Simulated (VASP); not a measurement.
The system is Ca.

```xyz
1
Lattice="0.0000 2.7942 2.7942 2.7942 0.0000 2.7942 2.7942 2.7942 0.0000" Properties=species:S:1:pos:R:3 pbc="T T T"
Ca    0.0000    0.0000    0.0000
```

Base run:

| Quantity | Value |
| --- | --- |
| Program | VASP 6.6.1 |
| Functional | PBEsol |
| Potentials or basis | VASP PAW PBE potentials, release 64 (Ca_sv) |
| Cutoff | 520 eV |
| k mesh | 6 × 6 × 6 |
| Occupations | methfessel-paxton, width 0.1 eV |
| Spin | no spin polarisation |

Its results: band gap on the k mesh none (metal or under the smearing width); pressure -1.3 GPa.

The run is repeated on the same cell with these changes: functional from PBEsol to PBE. What comes out?

Band gap on the k mesh none (metal or under the smearing width); pressure -0.7 GPa.

PBE binds less tightly than PBEsol, so the same cell stands under more pressure.

Caveats: the PAW data sets were made with another functional, which shifts forces and pressure a little (some runs).

Not every run made on this cell is shown here.
